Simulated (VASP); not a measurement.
Y3Mg:

```
CELL_PARAMETERS angstrom
4.94591 0.00000 0.00000
0.00000 4.94591 0.00000
0.00000 0.00000 4.94591
ATOMIC_POSITIONS crystal
Y 0.50000 0.50000 0.00000
Y 0.50000 0.00000 0.50000
Y 0.00000 0.50000 0.50000
Mg 0.00000 0.00000 0.00000
```

The cell comes from a database or a generator and needn't be the stable form of this composition.

| Quantity | Value |
| --- | --- |
| Program | VASP 6.6.1 |
| Task | relaxation of cell and atoms |
| Functional | LDA |
| Potentials or basis | VASP PAW LDA potentials, release 64 (Y_sv, Mg) |
| Cutoff | 600 eV |
| k mesh | 4 × 4 × 4 |
| Occupations | fermi-dirac, width 0.05 eV |
| Spin | no spin polarisation |

At the start: pressure -3.9 GPa; volume 30.25 Å³/atom.

Q: Where does the relaxation end?

A: Over 3 steps the energy falls by 38.5 meV/atom and the volume is 27.32 Å³/atom (-9.7 %); space group Pm-3m (No. 221, to 0.05 Å).

Step by step:
| step | energy change (eV) | largest force (eV/Å) | pressure (GPa) | volume (Å³) |
| --- | --- | --- | --- | --- |
| 1 | 0.0000 | 0.0000 | -3.91 | 120.99 |
| 2 | -0.1530 | 0.0000 | 0.33 | 108.52 |
| 3 | -0.1539 | 0.0000 | 0.01 | 109.28 |

Final structure:
```cif
data_structure
_symmetry_space_group_name_H-M 'P 1'
_symmetry_Int_Tables_number 1
_cell_length_a 4.7809
_cell_length_b 4.7809
_cell_length_c 4.7809
_cell_angle_alpha 90.000
_cell_angle_beta 90.000
_cell_angle_gamma 90.000
_cell_volume 109.28
loop_
_atom_site_label
_atom_site_type_symbol
_atom_site_fract_x
_atom_site_fract_y
_atom_site_fract_z
_atom_site_occupancy
Y1 Y 0.50000 0.50000 0.00000 1
Y2 Y 0.50000 0.00000 0.50000 1
Y3 Y 0.00000 0.50000 0.50000 1
Mg1 Mg 0.00000 0.00000 0.00000 1
```
